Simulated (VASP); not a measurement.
# Be3CdO4 (P1) in VASP: relaxation of cell and atoms with PBE

Aim: the relaxation of cell and atoms of Be3CdO4 with PBE.

Program: VASP 6.6.1. These are calculated values, not measurements. Logs are shortened: lines on timing, memory, paths and dates and some standing lists are left out, and cuts for length are marked.

## (1) The crystal as given

The typed cell holds 16 atoms: a = 6.014 Å, b = 5.046 Å, c = 4.696 Å, α = 90.99°, β = 89.32°, γ = 90.36°.

The cell was built by a generator and needn't be a form met in nature.

## (2) Relaxation of cell and atoms, PBE

File INCAR:

```
SYSTEM = Be3CdO4
PREC = Normal
ENCUT = 520
EDIFF = 1E-5
ISMEAR = 0
SIGMA = 0.05
LREAL = Auto
LASPH = .True.
NELM = 80
ALGO = Fast
ISIF = 3
LWAVE = .False.
LCHARG = .False.
GGA = PE
IBRION = 2
NSW = 110
EDIFFG = -0.03
ISYM = 0
KPAR = 2
```

File KPOINTS:

```
regular mesh
0
Gamma
  3 4 4
  0 0 0
```

File POSCAR:

```
Be3CdO4
1.0
    6.0139886200     -0.0186546900      0.0352749900
   -0.0159028300      5.0452868900     -0.0438200400
    0.0279169800     -0.0406806500      4.6962407400
Be Cd O
6 2 8
Direct
    0.2459919000      0.1568688900      0.5201027300
    0.7483125900      0.1278160300      0.4858667300
    0.0074339900      0.6663624400      0.5091963400
    0.7357982600      0.8183734400      0.9904408600
    0.2457688700      0.8495226500      0.0368755600
    0.5189898200      0.2953840500      0.0170457300
    0.5109860400      0.7019083200      0.5070592200
    0.9818228200      0.3505858200      0.9959576900
    0.2153553300      0.8367937200      0.3259714600
    0.7553806600      0.8473255900      0.3434083700
    0.4910695300      0.2618386700      0.3470215900
    0.9961794800      0.3300267200      0.4856985300
    0.7139293500      0.1318014700      0.8461116200
    0.3104898200      0.1366974500      0.8723593400
    0.0300825500      0.7429752600      0.8626595100
    0.5003090800      0.6411239700      0.9242767600
```

Potentials or basis: VASP PAW PBE potentials, release 64 (Be, Cd, O).

Command:

```bash
$ cat potpaw_PBE.64/Be/POTCAR potpaw_PBE.64/Cd/POTCAR potpaw_PBE.64/O/POTCAR > POTCAR
$ mpirun -np 2 vasp_std > vasp.out
```

OUTCAR:

```text
SYSTEM = Be3CdO4
   PREC = Normal
   ENCUT = 520
   EDIFF = 1E-5
   ISMEAR = 0
   LREAL = Auto
   LASPH = .True.
   NELM = 80
   ISIF = 3
   GGA = PE
   IBRION = 2
   NSW = 110
   EDIFFG = -0.03
   ISYM = 0

 ion  position               nearest neighbor table
   1  0.246  0.157  0.520-  14 1.71  12 1.75  11 1.76   9 1.85   7 2.80   8 2.89
   2  0.748  0.128  0.486-  10 1.56  13 1.70  12 1.80  11 1.82   7 2.57   8 2.92   8 2.99
   3  0.007  0.666  0.509-  12 1.70  15 1.70   9 1.74  10 1.95   8 2.81   8 2.87   7 2.99   7 3.03

   4  0.736  0.818  0.990-  10 1.67  16 1.70  13 1.74  15 1.90   7 2.71   8 2.79   7 2.83   8 3.06

   5  0.246  0.850  0.037-   9 1.37  15 1.63  14 1.69  16 1.93   7 2.85   8 2.97   8 3.00   7 3.02

   6  0.519  0.295  0.017-  11 1.57  14 1.63  13 1.63  16 1.81   8 2.80   7 3.06
   7  0.511  0.702  0.507-  10 1.81  16 1.99   9 2.10  11 2.33   2 2.57   4 2.71  16 2.75   1 2.80
                             4 2.83   5 2.85   3 2.99   5 3.02   3 3.03   6 3.06
   8  0.982  0.351  0.996-  13 2.07  15 2.10  12 2.31  14 2.32  12 2.40   4 2.79   6 2.80   3 2.81
                             3 2.87   1 2.89   2 2.92   5 2.97   2 2.99   5 3.00   4 3.06
   9  0.215  0.837  0.326-   5 1.37   3 1.74   1 1.85   7 2.10
  10  0.755  0.847  0.343-   2 1.56   4 1.67   7 1.81   3 1.95
  11  0.491  0.262  0.347-   6 1.57   1 1.76   2 1.82   7 2.33
  12  0.996  0.330  0.486-   3 1.70   1 1.75   2 1.80   8 2.31   8 2.40
  13  0.714  0.132  0.846-   6 1.63   2 1.70   4 1.74   8 2.07
  14  0.310  0.137  0.872-   6 1.63   5 1.69   1 1.71   8 2.32
  15  0.030  0.743  0.863-   5 1.63   3 1.70   4 1.90   8 2.10
  16  0.500  0.641  0.924-   4 1.70   6 1.81   5 1.93   7 1.99   7 2.75

IMPORTANT INFORMATION: All symmetrisations will be switched off!
NOSYMM: (Re-)initialisation of all symmetry stuff for point group C_1.

----------------------------------------------------------------------------------------

                                     Primitive cell

  volume of cell :     142.4777

  direct lattice vectors                    reciprocal lattice vectors
     6.013988620 -0.018654690  0.035274990     0.166286369  0.000515591 -0.000984029
    -0.015902830  5.045286890 -0.043820040     0.000604810  0.198221573  0.001713476
     0.027916980 -0.040680650  4.696240740    -0.001243388  0.001845708  0.212959653

  length of vectors
     6.014121003  5.045502244  4.696499905     0.166290080  0.198229901  0.212971280

  position of ions in fractional coordinates (direct lattice)
     0.245991900  0.156868890  0.520102730
     0.748312590  0.127816030  0.485866730
     0.007433990  0.666362440  0.509196340
     0.735798260  0.818373440  0.990440860
     0.245768870  0.849522650  0.036875560
     0.518989820  0.295384050  0.017045730
[... 8 lines left out ...]
     0.030082550  0.742975260  0.862659510
     0.500309080  0.641123970  0.924276760

  ion indices of the primitive-cell ions
   primitive index   ion index
                 1           1
                 2           2
                 3           3
                 4           4
                 5           5
                 6           6
[... 8 lines left out ...]
                15          15
                16          16

----------------------------------------------------------------------------------------

 KPOINTS: regular mesh

Automatic generation of k-mesh.
 Grid dimensions read from file:
 generate k-points for:    3    4    4

 Generating k-lattice:

  Cartesian coordinates                     Fractional coordinates (reciprocal lattice)
     0.055428790  0.000171864 -0.000328010     0.333333333 -0.000000000  0.000000000
     0.000151202  0.049555393  0.000428369     0.000000000  0.250000000  0.000000000
    -0.000310847  0.000461427  0.053239913     0.000000000  0.000000000  0.250000000

  Length of vectors
     0.055430027  0.049557475  0.053242820

  Shift w.r.t. Gamma in fractional coordinates (k-lattice)
     0.000000000  0.000000000  0.000000000

 Subroutine IBZKPT returns following result:
 ===========================================

 Found     26 irreducible k-points:

 Following reciprocal coordinates:
            Coordinates               Weight
  0.000000  0.000000  0.000000      1.000000
  0.333333 -0.000000 -0.000000      2.000000
 -0.000000  0.250000 -0.000000      2.000000
  0.333333  0.250000 -0.000000      2.000000
 -0.333333  0.250000 -0.000000      2.000000
 -0.000000  0.500000 -0.000000      1.000000
[... 16 lines left out ...]
  0.333333  0.250000  0.500000      2.000000
 -0.333333  0.250000  0.500000      2.000000
 [... further k-points ...]
   k-points           NKPTS =     26   k-points in BZ     NKDIM =     26   number of bands    NBANDS=     51
   number of dos      NEDOS =    301   number of ions     NIONS =     16
   total plane-waves  NPLWV =  28224
   dimension x,y,z NGX =    36 NGY =   28 NGZ =   28
   dimension x,y,z NGXF=    72 NGYF=   56 NGZF=   56
   ions per type =               6   2   8
   NGX,Y,Z   is equivalent  to a cutoff of   9.95,  9.23,  9.91 a.u.
   NGXF,Y,Z  is equivalent  to a cutoff of  19.90, 18.45, 19.82 a.u.
 SYSTEM =  Be3CdO4
   PREC   = normal    normal or accurate (medium, high low for compatibility)
   ISTART =      0    job   : 0-new  1-cont  2-samecut
   ICHARG =      2    charge: 1-file 2-atom 10-const
   ISPIN  =      1    spin polarized calculation?
   LNONCOLLINEAR =      F non collinear calculations
   LSORBIT =      F    spin-orbit coupling
   LASPH  =      T    aspherical Exc in radial PAW
   ENCUT  =  520.0 eV  38.22 Ry    6.18 a.u.  11.18  9.38  8.73*2*pi/ulx,y,z
   NELM   =     80;   NELMIN=  2; NELMDL= -5     # of ELM steps
   EDIFF  = 0.1E-04   stopping-criterion for ELM
   LREAL  =      T    real-space projection
   EDIFFG = -.3E-01   stopping-criterion for IOM
   NSW    =    110    number of steps for IOM
   IBRION =      2    ionic relax: 0-MD 1-quasi-New 2-CG
   NFREE  =      1    steps in history (QN), initial steepest desc. (CG)
   ISIF   =      3    stress and relaxation
   ISYM   =      0    0-nonsym 1-usesym 2-fastsym
   POTIM  = 0.5000    time-step for ionic-motion
   TEBEG  =    0.0;   TEEND  =   0.0 temperature during run
   PSTRESS=    0.0 pullay stress
   NELECT =      84.0000    total number of electrons
   NUPDOWN=      -1.0000    fix difference up-down
   EMIN   =  10.00;   EMAX   =-10.00  energy-range for DOS
   EFERMI =   0.00;   METHOD = LEGACY
   ISMEAR =     0;   SIGMA  =   0.05  broadening in eV -4-tet -1-fermi 0-gaus
   EFERMI_NEDOS =   21; number of points for ismear=-14 and -15
   IALGO  =     68    algorithm
   IMIX   =      4    mixing-type and parameters
     AMIX     =   0.40;   BMIX     =  1.00
     AMIX_MAG =   1.60;   BMIX_MAG =  1.00
  volume/ion in A,a.u.               =       8.90        60.09
  Fermi-wavevector in a.u.,A,eV,Ry     =   1.372732  2.594087 25.638710  1.884392
  Thomas-Fermi vector in A             =   2.498312
   LORBIT       =      0    0 simple, 1 ext, 2 COOP (PROOUT), +10 PAW based schemes
   GGA     = PE    functional components
   LHFCALC =     F    Hartree Fock is set to
   AEXX    =    0.0000 exact exchange contribution
   IVDW    =     0    specifies the selected vdW correction
   LEPSILON=     F    determine dielectric tensor
   LRPA    =     F    only Hartree local field effects (RPA)
 conjugate gradient relaxation of ions
 non-spin polarized calculation
 RMM-DIIS sequential band-by-band and
 Gauss-broadening in eV      SIGMA  =   0.05
  energy-cutoff  :      520.00
  volume of cell :      142.48
 maximum number of plane-waves:      3845
   NGX = 23   NGY = 19   NGZ = 17

--------------------------------------- Ionic step        1  -------------------------------------------

 number of electron      84.0000051 magnetization

 Free energy of the ion-electron system (eV)
  ---------------------------------------------------
  ext. energy  EPLUGINS =         0.00000000
  ---------------------------------------------------
  free energy    TOTEN  =       -95.05507642 eV

  energy without entropy =      -95.05507642  energy(sigma->0) =      -95.05507642

------------------------ aborting loop because EDIFF is reached ----------------------------------------

  FORCE on cell =-STRESS in cart. coord.  units (eV):
  Direction    XX          YY          ZZ          XY          YZ          ZX
  --------------------------------------------------------------------------------------
  -------------------------------------------------------------------------------------
  Total        8.9020344      3.0210078     16.2915822      6.9323350     -3.3179323     -4.7714399
  in kB      100.1043518     33.9715632    183.2006258     77.9548658    -37.3105117    -53.6553640
  external PRESSURE =     105.7588469 kB  Pullay stress =       0.0000000 kB
[... 131 lines left out ...]
  FREE ENERGIE OF THE ION-ELECTRON SYSTEM (eV)
  ---------------------------------------------------
  free  energy   TOTEN  =       -97.6728984095 eV

  energy  without entropy=      -97.6728984095  energy(sigma->0) =      -97.67289841

[... ionic steps 4 to 15 ...]

--------------------------------------- Ionic step       16  -------------------------------------------

 number of electron      83.9999919 magnetization

------------------------ aborting loop because EDIFF is reached ----------------------------------------

  FORCE on cell =-STRESS in cart. coord.  units (eV):
  Direction    XX          YY          ZZ          XY          YZ          ZX
  --------------------------------------------------------------------------------------
  -------------------------------------------------------------------------------------
  Total        0.0549975     -0.0028609     -0.0162091     -0.0308767     -0.0736262      0.0182752
  in kB        0.6118776     -0.0318286     -0.1803357     -0.3435203     -0.8191329      0.2033218
  external PRESSURE =       0.1332378 kB  Pullay stress =       0.0000000 kB
[... 85 lines left out ...]
  energy  without entropy=      -98.6773555506  energy(sigma->0) =      -98.67735555

--------------------------------------- Ionic step       18  -------------------------------------------

 number of electron      83.9999909 magnetization

 Free energy of the ion-electron system (eV)
  ---------------------------------------------------
  ext. energy  EPLUGINS =         0.00000000
  ---------------------------------------------------
  free energy    TOTEN  =       -98.67775836 eV

  energy without entropy =      -98.67775836  energy(sigma->0) =      -98.67775836

 E-fermi :   3.0686     XC(G=0): -11.0548

 val. band max:        2.7967315081   @ k =   0.3333   0.0000   0.5000
 cond. band min:       5.5166622004   @ k =   0.0000   0.0000   0.0000
 fundamental gap:      2.7199306923
 Fermi energy:         3.0686448247

 k-point     1 :       0.0000    0.0000    0.0000
  band No.  band energies     occupation
      1     -15.6862      2.00000
      2     -14.6707      2.00000
      3     -14.5459      2.00000
      4     -14.3818      2.00000
      5     -14.0382      2.00000
      6     -13.9794      2.00000
[... 1285 lines left out ...]
     50      11.8272      0.00000
     51      13.1612      0.00000

 [... further k-points ...]

------------------------ aborting loop because EDIFF is reached ----------------------------------------

  FORCE on cell =-STRESS in cart. coord.  units (eV):
  Direction    XX          YY          ZZ          XY          YZ          ZX
  --------------------------------------------------------------------------------------
  -------------------------------------------------------------------------------------
  Total       -0.0017892     -0.0036472      0.0214972      0.0222016      0.0069685      0.0129726
  in kB       -0.0199021     -0.0405688      0.2391174      0.2469529      0.0775115      0.1442967
  external PRESSURE =       0.0595489 kB  Pullay stress =       0.0000000 kB
[... 31 lines left out ...]
  FREE ENERGIE OF THE ION-ELECTRON SYSTEM (eV)
  ---------------------------------------------------
  free  energy   TOTEN  =       -98.6777583584 eV

  energy  without entropy=      -98.6777583584  energy(sigma->0) =      -98.67775836

 reached required accuracy - stopping structural energy minimisation
```

Run time: 10 min. Hardware: 2 MPI ranks of AMD EPYC 7R13 (Zen 3), shared host; peak memory 0.23 GiB.

Results:

```
Free energy                            : -98.6778 eV
Relaxed volume                         : 9.00 Å³/atom
Relaxed cell                           : a = 5.978 Å, b = 5.097 Å, c = 4.727 Å, α = 90.00°, β = 89.99°, γ = 90.01°
Space group after relaxing (to 0.05 Å) : Pc (No. 7)
Energy gained by relaxing              : 226.4 meV/atom
Ionic steps                            : 18
Pressure after relaxing                : 0.0 GPa
Largest force after relaxing           : 0.026 eV/Å
Band gap on the k mesh                 : 2.72 eV, indirect (least direct gap 2.98 eV)
```

Forces on the atoms (eV/Å):
```
Be   0.008  0.000  0.000
Be   0.005  0.004  0.003
Be  -0.018 -0.004  0.001
Be   0.007  0.018 -0.003
Be   0.009 -0.008  0.002
Be  -0.003 -0.001  0.001
Cd  -0.006  0.007 -0.007
Cd   0.020 -0.003  0.003
O    0.001 -0.010 -0.002
O    0.007 -0.006  0.000
O   -0.009 -0.008  0.003
O    0.007 -0.011  0.003
O    0.014 -0.003 -0.008
O   -0.004  0.012  0.005
O   -0.014  0.012 -0.010
O   -0.024  0.000  0.010
```

The path:
| step | energy change (eV) | largest force (eV/Å) | pressure (GPa) | volume (Å³) |
| --- | --- | --- | --- | --- |
| 1 | 0.0000 | 9.2879 | 10.58 | 142.48 |
| 2 | -1.2714 | 3.2025 | -7.76 | 154.78 |
| 3 | -2.6178 | 2.0322 | -3.71 | 148.16 |
| 4 | -3.2482 | 1.2050 | -1.78 | 145.11 |
| 5 | -3.2958 | 1.4840 | -0.51 | 143.97 |
| 6 | -3.4984 | 0.5174 | 1.04 | 142.61 |
| 7 | -3.5024 | 0.6386 | 1.41 | 142.40 |
| 8 | -3.5785 | 0.3247 | 0.01 | 143.60 |
| 9 | -3.5836 | 0.3883 | -0.42 | 144.00 |
| 10 | -3.6066 | 0.1659 | 0.00 | 143.78 |
| 11 | -3.6086 | 0.1554 | 0.14 | 143.70 |
| 12 | -3.6168 | 0.0789 | 0.08 | 143.82 |
| 13 | -3.6180 | 0.1120 | 0.05 | 143.88 |
| 14 | -3.6211 | 0.0660 | -0.04 | 144.01 |
| 15 | -3.6212 | 0.0701 | -0.04 | 144.03 |
| 16 | -3.6223 | 0.0379 | 0.01 | 144.01 |
| 17 | -3.6223 | 0.0436 | 0.02 | 144.01 |
| 18 | -3.6227 | 0.0260 | 0.01 | 144.04 |

Final structure:
```
CELL_PARAMETERS angstrom
5.97836 -0.00017 0.00070
-0.00045 5.09722 -0.00069
0.00039 0.00097 4.72679
ATOMIC_POSITIONS crystal
Be 0.25569 0.14575 0.50524
Be 0.74268 0.14231 0.50547
Be 0.00122 0.70082 0.50339
Be 0.75510 0.84034 0.00519
Be 0.24198 0.84545 0.00574
Be 0.50122 0.28608 0.00323
Cd 0.49985 0.64942 0.50113
Cd 0.99883 0.33721 0.00103
O 0.20752 0.86186 0.35154
O 0.79363 0.86032 0.35192
O 0.50084 0.24443 0.35465
O 0.00254 0.35435 0.46176
O 0.70710 0.12472 0.85130
O 0.29330 0.12709 0.85185
O 0.00151 0.74246 0.85498
O 0.50489 0.63279 0.96164
```

Levels at points of the mesh, in eV from the valence-band top:
```csv
k point,band 38,band 39,band 40,band 41,band 42,band 43,band 44,band 45,band 46,band 47
"(0.00, 0.00, 0.00)",-1.14,-0.83,-0.65,-0.30,-0.26,2.72,5.54,7.64,7.73,7.95
"(0.00, 0.50, 0.00)",-1.20,-0.94,-0.80,-0.38,-0.28,4.37,4.88,7.48,7.65,8.13
"(0.00, 0.00, 0.50)",-1.02,-0.50,-0.50,-0.37,-0.37,4.96,4.96,7.40,7.41,7.67
"(0.00, 0.50, 0.50)",-1.50,-0.53,-0.53,-0.33,-0.33,5.46,5.46,7.08,7.08,7.34
```

Caveat: an odd mesh through Γ misses points on the zone boundary, where band edges often lie.
